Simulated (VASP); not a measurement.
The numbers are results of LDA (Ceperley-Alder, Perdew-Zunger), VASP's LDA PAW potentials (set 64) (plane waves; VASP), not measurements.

A VASP calculation is set up with these files.

File KPOINTS:
```
Automatic mesh
0
Gamma
15 15 15
0 0 0
```

### INCAR
```
# general
SYSTEM =HfC
PREC   =Accurate
ENCUT  =520
LREAL  =.FALSE.
LASPH  =.TRUE.

# electronic loop
EDIFF  =1E-7
NELM   =100
ALGO   =Normal
LMAXMIX=6

# smearing
ISMEAR =-5

# ions
ISIF   =2

# output
LWAVE  =.FALSE.
LCHARG =.TRUE.
LORBIT =11
NEDOS  =601
```

**POSCAR**
```
HfC
3.2365220
  0.0000000000   0.7071067400   0.7071067400
  0.7071067400   0.0000000000   0.7071067400
  0.7071067400   0.7071067400   0.0000000000
Hf C
1 1
Cart
  0.0000000000   0.0000000000   0.0000000000
  0.7071067400   0.7071067400   0.7071067400
```

POTCAR, in this order: Hf_pv C (LDA.64 set). Program: vasp_std.

The resulting files:

**OSZICAR**
```
       N       E                     dE             d eps       ncg     rms          rms(c)
DAV:   1     0.217252844933E+02    0.21725E+02   -0.76801E+03  2640   0.121E+03
DAV:   2    -0.244033349693E+02   -0.46129E+02   -0.44372E+02  3397   0.217E+02
DAV:   3    -0.260191538227E+02   -0.16158E+01   -0.16043E+01  3360   0.312E+01
DAV:   4    -0.260334937728E+02   -0.14340E-01   -0.14407E-01  3156   0.314E+00
DAV:   5    -0.260336862545E+02   -0.19248E-03   -0.19407E-03  3462   0.293E-01    0.634E+01
DAV:   6    -0.230107188734E+02    0.30230E+01   -0.20380E+01  2897   0.233E+01    0.444E+01
DAV:   7    -0.229159244580E+02    0.94794E-01   -0.71918E-01  2994   0.619E+00    0.254E+01
DAV:   8    -0.228993315856E+02    0.16593E-01   -0.50531E-02  2877   0.213E+00    0.533E+00
DAV:   9    -0.228947167911E+02    0.46148E-02   -0.23340E-02  3032   0.905E-01    0.197E+00
DAV:  10    -0.228944173550E+02    0.29944E-03   -0.90792E-04  3120   0.250E-01    0.424E-01
DAV:  11    -0.228944048051E+02    0.12550E-04   -0.12562E-04  3082   0.851E-02    0.183E-02
DAV:  12    -0.228944038860E+02    0.91914E-06   -0.27889E-06  3016   0.164E-02    0.408E-02
DAV:  13    -0.228944038823E+02    0.36630E-08   -0.20390E-07  2484   0.419E-03
   1 F= -.22894404E+02 E0= -.22894404E+02  d E =0.000000E+00
```

OUTCAR:
```
------------------------ aborting loop because EDIFF is reached ----------------------------------------
  FORCE on cell =-STRESS in cart. coord.  units (eV):
  Direction    XX          YY          ZZ          XY          YZ          ZX
  --------------------------------------------------------------------------------------
  Total       -0.0188243     -0.0188243     -0.0188243      0.0000000      0.0000000      0.0000000
  in kB       -1.2580834     -1.2580834     -1.2580834      0.0000000      0.0000000      0.0000000
  external PRESSURE =      -1.2580834 kB  Pullay stress =       0.0000000 kB
  volume of cell :       23.97
      direct lattice vectors                 reciprocal lattice vectors
     0.000000000  2.288566520  2.288566520    -0.218477372  0.218477372  0.218477372
     2.288566520  0.000000000  2.288566520     0.218477372 -0.218477372  0.218477372
     2.288566520  2.288566520  0.000000000     0.218477372  0.218477372 -0.218477372
 POSITION                                       TOTAL-FORCE (eV/Angst)
 -----------------------------------------------------------------------------------
      0.00000      0.00000      0.00000         0.000000      0.000000      0.000000
      2.28857      2.28857      2.28857        -0.000000     -0.000000     -0.000000
 -----------------------------------------------------------------------------------
    total drift:                                0.000000     -0.000000     -0.000000
  FREE ENERGIE OF THE ION-ELECTRON SYSTEM (eV)
  ---------------------------------------------------
  free  energy   TOTEN  =       -22.8944038823 eV

  energy  without entropy=      -22.8944038823  energy(sigma->0) =      -22.89440388

 total charge

# of ion       s       p       d       tot
------------------------------------------
    1        0.325   6.682   1.779   8.786
    2        0.871   1.537   0.000   2.408
--------------------------------------------------
tot          1.196   8.219   1.779  11.194
```
(Selected blocks of OUTCAR.)

**OUTCAR**
```
 val. band max:        6.4022655492   @ k =   0.0667   0.0000   0.0000

 cond. band min:       6.0558851218   @ k =   0.2000   0.2000   0.0000


 Fermi energy:         6.2586080608

 k-point     1 :       0.0000    0.0000    0.0000
  band No.  band energies     occupation
      1     -22.9464      2.00000
      2     -22.9464      2.00000
      3     -22.9464      2.00000
      4      -6.1515      2.00000
      5       7.2797     -0.38604
      6       7.2797      0.00000
      7       7.2797      0.00000
      8       7.5409      0.00000
      9       7.5409      0.00000
     10       7.5409      0.00000
     11       9.6980      0.00000

 k-point     2 :       0.0667    0.0000    0.0000
  band No.  band energies     occupation
      1     -22.9851      2.00000
      2     -22.9500      2.00000
      3     -22.9500      2.00000
      4      -6.0290      2.00000
      5       6.4023      1.15057
      6       6.6636      0.11504
      7       6.6636     -0.05289
      8       7.8062      0.00000
      9       7.8062      0.00000
     10       8.1487      0.00000
     11      10.2944      0.00000

 k-point     3 :       0.1333    0.0000    0.0000
  band No.  band energies     occupation
      1     -23.0929      2.00000
      2     -22.9602      2.00000
      3     -22.9602      2.00000
      4      -5.6740      2.00000
      5       5.2461      2.00449
      6       5.7618      2.04281
      7       5.7618      2.10013
      8       8.1944      0.00000
      9       8.1944      0.00000
     10       8.6211      0.00000
     11      11.5316      0.00000

 k-point     4 :       0.2000    0.0000    0.0000
  band No.  band energies     occupation
      1     -23.2474      2.00000
      2     -22.9751      2.00000
      3     -22.9751      2.00000
      4      -5.1205      2.00000
      5       4.0406      2.00000
      6       4.9144      2.00000
      7       4.9144      2.00000
      8       8.7602      0.00000
      9       8.7602      0.00000
...
```

For a metal the tetrahedron method with Blöchl corrections gives inexact stress and forces. Unless said otherwise, spin-orbit coupling is left out, though it shifts the bands of the heavy elements here.

The compound is HfC in the rock salt structure. It was relaxed first.
